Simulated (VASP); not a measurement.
Computed with PBE GGA, VASP's PBE PAW potentials (set 64) (plane waves; VASP).

A VASP calculation is set up with these files.

INCAR:
```
SYSTEM = Si
PREC = Accurate; ENCUT = 500; LREAL = .FALSE.
LASPH = .TRUE.
EDIFF = 1E-6; NELM = 100; ALGO = Normal
ISMEAR = 0; SIGMA = 0.05
GGA = PE
IBRION = 2; NSW = 40; ISIF = 3
EDIFFG = -0.02; PSTRESS = 50
LWAVE = .FALSE.; LCHARG = .FALSE.
```

**KPOINTS**
```
K-points
0
Gamma
 9 9 9
```

POSCAR:
```
Si
1
   -0.0000000000     2.6889942166     2.6889942166
    2.6889942166     0.0000000000     2.6889942166
    2.6889942166     2.6889942166     0.0000000000
Si
2
Direct
  0.0000000000   0.0000000000   0.0000000000
  0.2500000000   0.2500000000   0.2500000000
```

POTCAR, in this order: Si (PBE.64 set). Program: vasp_std.

**Question.** What will the output report for the number of irreducible k-points (NKPTS), largest plane-wave count, number of space-group operations, FFT grid (NGX, NGY, NGZ)?

**Answer.** 
```json
{
 "number of irreducible k-points (NKPTS)": "35",
 "largest_plane_wave_count": "1002",
 "number_of_space_group_operations": "48",
 "FFT grid (NGX, NGY, NGZ)": "28 × 28 × 28"
}
```

The compound is Si in the diamond structure. It was relaxed first under an external pressure of 5 GPa.
